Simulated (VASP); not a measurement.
Input for VASP

**INCAR**
```
AGGAC = 0.0
ALGO = Normal
EDIFF = 1E-6
EDIFFG = -0.01
ENCUT = 520
GGA = CX
IBRION = 2
ISIF = 3
ISMEAR = 1
ISPIN = 2
LASPH = .TRUE.
LCHARG = .FALSE.
LMAXMIX = 4
LORBIT = 10
LREAL = .FALSE.
LUSE_VDW = .TRUE.
LWAVE = .FALSE.
MAGMOM = 2.5
NELM = 100
NSW = 60
PREC = Accurate
SIGMA = 0.1
SYSTEM = Fe
```

**KPOINTS**
```
Regular mesh
0
G
16 16 16
0 0 0
```

**POSCAR**
```
Fe
1
   -1.4350000000     1.4350000000     1.4350000000
    1.4350000000    -1.4350000000     1.4350000000
    1.4350000000     1.4350000000    -1.4350000000
Fe
1
Direct
  0.0000000000   0.0000000000   0.0000000000
```

POTCAR, in this order: Fe (PBE.64 set). Program: vasp_std.

Translate this vdW-DF-cx calculation to Quantum ESPRESSO's pw.x.

One equivalent input (not run):
```
&CONTROL
  calculation = 'vc-relax'
  pseudo_dir = './pseudo'
  outdir = './out'
  tprnfor = .true.
  tstress = .true.
  nstep = 60
  forc_conv_thr = 0.00039
/
&SYSTEM
  ibrav = 0
  nat = 1
  ntyp = 1
  ecutwfc = 90
  occupations = 'smearing'
  smearing = 'methfessel-paxton'
  degauss = 0.00735
  input_dft = 'vdw-df-cx'
  nspin = 2
  starting_magnetization(1) = 0.25
/
&ELECTRONS
  conv_thr = 7.3e-08
  electron_maxstep = 100
/
&IONS
/
&CELL
/
ATOMIC_SPECIES
  Fe 55.845 Fe.upf
CELL_PARAMETERS angstrom
    -1.4350000    1.4350000    1.4350000
     1.4350000   -1.4350000    1.4350000
     1.4350000    1.4350000   -1.4350000
ATOMIC_POSITIONS crystal
  Fe   0.0000000  0.0000000  0.0000000
K_POINTS automatic
  16 16 16 0 0 0
```
What does not carry over: the potentials are each code's own (VASP's PAW set, PseudoDojo norm-conserving files in pw.x), so ENCUT and ecutwfc are chosen apart and not converted; conv_thr bounds pw.x's estimated SCF error, while EDIFF bounds the energy change between steps; starting_magnetization is a fraction of the valence charge and MAGMOM a moment in μB, so they match only roughly; forc_conv_thr acts on force components and is met together with etot_conv_thr.

The compound is Fe in the bcc structure. This run relaxes it. Symmetry was kept, so distortions that lower it aren't found.
